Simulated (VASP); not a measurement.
These are revPBE GGA, VASP's PBE PAW potentials (set 64) (plane waves; VASP) values and carry that method's errors.

Input for VASP

**INCAR**
```
SYSTEM = AuZn
PREC = Accurate
ENCUT = 520
EDIFF = 1E-6
NELM = 100
ALGO = Normal
LREAL = .FALSE.
LASPH = .TRUE.
ISMEAR = 1
SIGMA = 0.1
GGA = RE
LMAXMIX = 6
LWAVE = .FALSE.
LCHARG = .FALSE.
IBRION = 2
ISIF = 3
NSW = 60
EDIFFG = -0.01
```

**POSCAR**
```
AuZn
1
    3.2105335582     0.0000000000    -0.0000000000
    0.0000000000     3.2105335582    -0.0000000000
    0.0000000000     0.0000000000     3.2105335582
Zn Au
1 1
Direct
  0.5000000000   0.5000000000   0.5000000000
  0.0000000000   0.0000000000   0.0000000000
```

File KPOINTS:
```
Automatic mesh
0
Gamma
10 10 10
0 0 0
```

POTCAR, in this order: Zn Au (PBE.64 set). Program: vasp_std.

Unless said otherwise, spin-orbit coupling is left out, though it shifts the bands of the heavy elements here.

**Question.** Estimate the energy per atom (σ→0), band gap (on the k-mesh).

**Answer.** 
The energy per atom (σ→0) is -1.982 eV/atom and the band gap (on the k-mesh) comes out as none (metal, semimetal or under 0.01 eV).

### OSZICAR
```
...
DAV:   6    -0.398952859155E+01    0.34625E+00   -0.12464E+00  1701   0.132E+01    0.480E+00
DAV:   7    -0.396999002149E+01    0.19539E-01   -0.30112E-02  2236   0.385E+00    0.261E+00
DAV:   8    -0.396361165377E+01    0.63784E-02   -0.10570E-02  1976   0.124E+00    0.153E-01
DAV:   9    -0.396365880416E+01   -0.47150E-04   -0.39398E-04  1869   0.216E-01    0.811E-02
DAV:  10    -0.396368076665E+01   -0.21962E-04   -0.50703E-05  2086   0.130E-01    0.170E-02
DAV:  11    -0.396368098453E+01   -0.21788E-06   -0.13950E-05  1918   0.886E-02    0.425E-03
DAV:  12    -0.396368090890E+01    0.75629E-07   -0.26791E-07   994   0.116E-02
   1 F= -.39636809E+01 E0= -.39635031E+01  d E =-.396368E+01
```

The compound is AuZn in the CsCl type structure. It was relaxed first, which changed the volume by +6 %. The start is the result of an earlier pass. The electron count is odd and the run is not spin-polarised, which forces a metal.
